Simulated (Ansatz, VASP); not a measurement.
# Li16Cd8HCl32 (H turning about Cl) in two plane-wave programs, part 2 of 2

Aim: how closely do two programs agree when they are given the same cell, functional and k mesh? The Ansatz run is a path of several images between two structures; VASP solves its first image, and the two are compared there.

VASP 6.6.1 and Ansatz 0.2.0.

So far: Set-up; Ansatz: path of images, PBEsol.

**3. VASP: single point, PBEsol**

Level of this step: PBEsol; plane waves and PAW (Li_sv, Cd, Cl, H) (VASP).

The same cell, functional and mesh now go to VASP, with its own data sets.

Lines of VASP's logs that name or quote its potential files are left out, and so is its time.

Contents of INCAR:

```
SYSTEM = Li16Cd8HCl32
PREC = Accurate
ENCUT = 650
EDIFF = 1E-06
NELM = 120
ISMEAR = 0
SIGMA = 0.01
LREAL = Auto
ALGO = Normal
GGA = PS
NELECT = 368
NBANDS = 223
LORBIT = 11
LWAVE = .FALSE.
LCHARG = .FALSE.
ISIF = 2
LASPH = .TRUE.
GGA_COMPAT = .FALSE.
EFERMI = MIDGAP
```

Contents of POSCAR:

```
Li16Cd8HCl32
1.0
    0.0000000000      7.6206928326     10.4688319268
    7.3802298455      0.0000000000     10.4688319268
    7.3802298455      7.6206928326      0.0000000000
Li Cd Cl H
16 8 32 1
Direct
    0.1995305712      0.4440064582      0.0492405105
    0.4104671080      0.7028449675      0.2969507238
    0.6929687739      0.9505556537      0.5557987869
    0.9421991104      0.1953999152      0.8044076998
    0.1238668480      0.6232114368      0.6278697888
    0.3679487473      0.8802328160      0.8795703706
    0.6238846375      0.1284240303      0.1219841601
    0.9201977184      0.3433937780      0.3458779800
    0.1279644615      0.1201825159      0.1195640823
    0.3751338440      0.3719279156      0.3765972815
    0.6096490683      0.6538377363      0.6564107522
    0.8744906448      0.8777931943      0.8714020571
    0.0568337887      0.8040263401      0.1957820879
    0.3102502867      0.0515165299      0.4461838232
    0.5544305279      0.3058114803      0.6939997932
    0.8081318475      0.5536275255      0.9483114699
    0.9980367119      0.9978583411      0.5014271930
    0.2498945189      0.2493980513      0.7504130866
    0.4975231999      0.4983821764      0.0019484470
    0.7617222147      0.7576604739      0.2421720726
    0.0012933946      0.5037741275      0.4960525926
    0.2475829333      0.7499610213      0.7546368344
    0.5008117166      0.0016773898      0.9981338627
    0.7523733632      0.2451600840      0.2498616262
    0.1334871254      0.1207959712      0.8789779050
    0.3861367672      0.3659544933      0.1327962336
    0.6390269206      0.6122309171      0.3875773754
    0.8850783720      0.8669978986      0.6338537323
    0.2438152045      0.7474290979      0.5091542598
    0.4954433455      0.9988025368      0.7546431242
    0.7455722804      0.2523103939      0.0018895482
    0.9950417270      0.5016219992      0.2517946445
    0.1158643110      0.6379146259      0.8640383257
    0.3675702581      0.8889389773      0.1108442483
    0.6180164628      0.1357570293      0.3618870924
    0.8504642911      0.4020795544      0.5977235892
    0.2490764298      0.2451600845      0.0010097555
    0.5005918364      0.4906459705      0.2523773655
    0.7486365086      0.7479958865      0.4982001254
    0.9999642995      0.9979157072      0.7474934832
    0.0026297252      0.0017212855      0.2500890292
    0.2435757391      0.2557996484      0.5008018555
    0.5009668794      0.5077959008      0.7486755362
    0.7497508314      0.7524324217      0.0068635991
    0.1333302601      0.6140957235      0.3857127045
    0.3787213784      0.8654676668      0.6413503094
    0.6318906147      0.1138622118      0.8859326664
    0.8857577475      0.3584269993      0.1343197141
    0.0003609429      0.4989996387      0.7440246562
    0.2546440000      0.7497143729      0.9980691338
    0.5092218987      0.9929618250      0.2473726953
    0.7576446643      0.2511103786      0.4920052309
    0.1270276376      0.1165100386      0.3667269438
    0.3620919837      0.3805184674      0.6192926705
    0.6104870721      0.6330600677      0.8832600516
    0.8685519327      0.8898612436      0.1099546367
    0.7236738668      0.5135362719      0.4862514251
```

Contents of KPOINTS:

```
Automatic mesh
0
Gamma
1 1 1
0 0 0
```

Potentials, in the order of the species: Li_sv, Cd, Cl and H (PBE family, release 64).

The run is started by

```
export OMP_NUM_THREADS=3
mpirun -np 1 vasp_gam
```

Numbers of over 12 decimals in the logs are rounded to 6 here.

The log of the run:

```text
[banner, memory and clock lines left out]
running    1 mpi-ranks, on    1 nodes
[...]
Offloading initialized ...    1 GPUs detected
[...]
|                                                                             |
|               ----> ADVICE to this user running VASP <----                  |
|                                                                             |
|     You enforced a specific xc type in the INCAR file but a different       |
|     [... a line on the potential file left out ...]
|     I HOPE YOU KNOW WHAT YOU ARE DOING!                                     |
|                                                                             |

 LDA part: xc-table for (Slater+PW92), standard interpolation
 POSCAR, INCAR and KPOINTS ok, starting setup
[...]
entering main loop
       N       E                     dE             d eps       ncg     rms          rms(c)
DAV:   1     0.475080223924E+04    0.47508E+04   -0.20991E+05   462   0.197E+03
DAV:   2     0.488936145260E+03   -0.42619E+04   -0.40484E+04   574   0.471E+02
DAV:   3    -0.152833236133E+03   -0.64177E+03   -0.62882E+03   533   0.173E+02
DAV:   4    -0.194715113410E+03   -0.41882E+02   -0.41693E+02   604   0.432E+01
DAV:   5    -0.202045179269E+03   -0.73301E+01   -0.73214E+01   820   0.114E+01BRMIX: very serious problems
 the old and the new charge density differ
 old charge density:   369.00000 new  368.00000
    0.247E+01
DAV:   6    -0.194290112146E+03    0.77551E+01   -0.16922E+01   580   0.198E+01    0.210E+01
DAV:   7    -0.193525701777E+03    0.76441E+00   -0.88449E+00   548   0.701E+00    0.116E+01
DAV:   8    -0.193567360973E+03   -0.41659E-01   -0.24315E+00   540   0.514E+00    0.305E+00
DAV:   9    -0.193509351360E+03    0.58010E-01   -0.41254E-01   572   0.254E+00    0.105E+00
[...]
DAV:  15    -0.193513739735E+03   -0.66747E-05   -0.31166E-05   524   0.141E-02    0.205E-02
DAV:  16    -0.193513738386E+03    0.13484E-05   -0.14830E-05   484   0.114E-02    0.142E-02
DAV:  17    -0.193513738716E+03   -0.33022E-06   -0.70199E-06   524   0.679E-03
   1 F= -.19351374E+03 E0= -.19351374E+03  d E =0.000000E+00
```

From OUTCAR (step 3):

```text
  Total       -1.9930110     -4.7534868     -2.9707367     -0.0187723     -0.2923912      0.0049089
  in kB       -2.7116130     -6.4674087     -4.0418685     -0.0255408     -0.3978160      0.0066789
  external PRESSURE =      -4.4069634 kB  Pullay stress =       0.0000000 kB

 POSITION                                       TOTAL-FORCE (eV/Angst)
 -----------------------------------------------------------------------------------
      3.64028      1.89581      6.73708         0.002197     -0.000523     -0.002078
      7.37872      5.39101     11.65508        -0.001619     -0.001964     -0.000843
     11.11724      9.51647     17.20578        -0.003016      0.000904     -0.001245
      7.37881     13.31035     11.90933         0.001532     -0.001796      0.001249
      9.23327      5.72875      7.82104         0.001853      0.001562      0.000154
     12.98775      9.50696     13.06700        -0.002671      0.000511      0.001556
      1.84807      5.68404      7.87579        -0.001505      0.000091      0.001065
      5.08698      9.64837     13.22833         0.008270     -0.005291     -0.003180
      1.76938      1.88634      2.59781         0.001137     -0.000181      0.001603
      5.52429      5.72871      7.82086        -0.000498      0.000950      0.000842
      9.66993      9.64825     13.22723        -0.009913     -0.004504     -0.002948
     12.90946     13.30491     18.34436         0.000477     -0.000003     -0.000789
      7.37882      1.92511      9.01220        -0.001390     -0.002083      0.001050
      3.67314      5.76455      3.78728        -0.002560      0.001299     -0.001968
[...]
-----------------------------------------------------------------------------------
    total drift:                                0.005293     -0.001318      0.007940

  FREE ENERGIE OF THE ION-ELECTRON SYSTEM (eV)
  ---------------------------------------------------
  free  energy   TOTEN  =      -193.5137387164 eV

  energy  without entropy=     -193.5137387164  energy(sigma->0) =     -193.51373872

[... 3 further parts left out ...]
[key lines of the parts left out:]
E-fermi :   1.8346
```

The run ends at a pressure of -0.44 GPa, with forces up to 0.054 eV/Å.

**4. Side by side**

Known differences besides the potentials themselves: fixed occupations in Ansatz, narrow Gaussian smearing in VASP; the cutoff is 420 eV in Ansatz and 650 eV in VASP (PREC = Accurate, projectors in real space); Ansatz makes its cores anew for this functional, VASP keeps those of its PBE data sets. Total energies have different zeros and are not compared.

At this near-relaxed geometry the largest component of a force difference is 56 meV/Å. The cell carries a charge of +1 e against a uniform background, so its pressure also hangs on how the neutralising background is counted, and in a defect's cell a gap may be the spacing between its levels.

**5. Summary of results**

| Item | Value |
| --- | --- |
| r.m.s. force difference (single point, PBEsol) | 17 meV/Å |

The r.m.s. force difference is 17 meV/Å (single point, PBEsol), beyond the 12 meV/Å picked in this series as the mark of a large difference. The data sets hold unlike numbers of valence electrons (432 in Ansatz and 368 in VASP), so part of the differences comes from the potentials. What causes the difference of the single point, PBEsol pair stays open here. 4 further runs of this series are not shown here. Such differences can come from data sets, numerical settings and the points named under the comparisons, not from the functional's error against experiment.

[Lines on the potential files, build, host, timing and source positions are cut from VASP's logs without a mark.]

[Logs are printed without paths, hosts, clocks, repeated set-up lines and the standing remarks that a program may print on its own settings, such as how far it seeks lower states.]

[Hosts, paths, dates, database ids (printed as entryN), source tags and the programs' standing remarks are cut or masked in the printed files.]
